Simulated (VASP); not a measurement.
Level of theory: PBEsol GGA, VASP's PBE PAW potentials (set 64) (plane waves; VASP 6.6.1).

Input for VASP

File POSCAR:
```
PbSe
1
    0.0000000000     3.0600000000     3.0600000000
    3.0600000000     0.0000000000     3.0600000000
    3.0600000000     3.0600000000     0.0000000000
Pb Se
1 1
Direct
  0.0000000000   0.0000000000   0.0000000000
  0.5000000000   0.5000000000   0.5000000000
```

INCAR:
```
SYSTEM=PbSe
PREC=Accurate; ENCUT=480; LREAL=.FALSE.
LASPH=.TRUE.
EDIFF=1E-6; NELM=100; ALGO=Normal
LMAXMIX=4
ISMEAR=0; SIGMA=0.05
GGA=PS
IBRION=2; NSW=60; ISIF=3
EDIFFG=-0.01
LWAVE=.FALSE.; LCHARG=.FALSE.
```

KPOINTS:
```
Automatic mesh
0
Gamma
7 7 7
0 0 0
```

POTCAR, in this order: Pb_d Se (PBE.64 set). Program: vasp_std.

Q: Estimate the energy per atom (σ→0), volume per atom.

A: 
```yaml
energy per atom (σ→0): -430.3 kJ/mol-atom
volume_per_atom: 28.38 Å^3/atom
```

**OSZICAR**
```
...
   2 F= -.89199455E+01 E0= -.89199455E+01  d E =-.747875E-03
       N       E                     dE             d eps       ncg     rms          rms(c)
DAV:   1    -0.892266028123E+01   -0.27152E-02   -0.82237E-02   686   0.533E+00    0.272E-01
DAV:   2    -0.892044137797E+01    0.22189E-02   -0.45701E-03   692   0.127E+00    0.997E-02
DAV:   3    -0.892007305279E+01    0.36833E-03   -0.16665E-03   680   0.719E-01    0.178E-02
DAV:   4    -0.892007345414E+01   -0.40135E-06   -0.39290E-05   560   0.704E-02    0.637E-03
DAV:   5    -0.892007251395E+01    0.94018E-06   -0.56877E-06   624   0.369E-02
   3 F= -.89200725E+01 E0= -.89200725E+01  d E =-.874857E-03
```

The compound is PbSe in the rock salt structure. This run relaxes it. Symmetry was kept, so distortions that lower it aren't found.
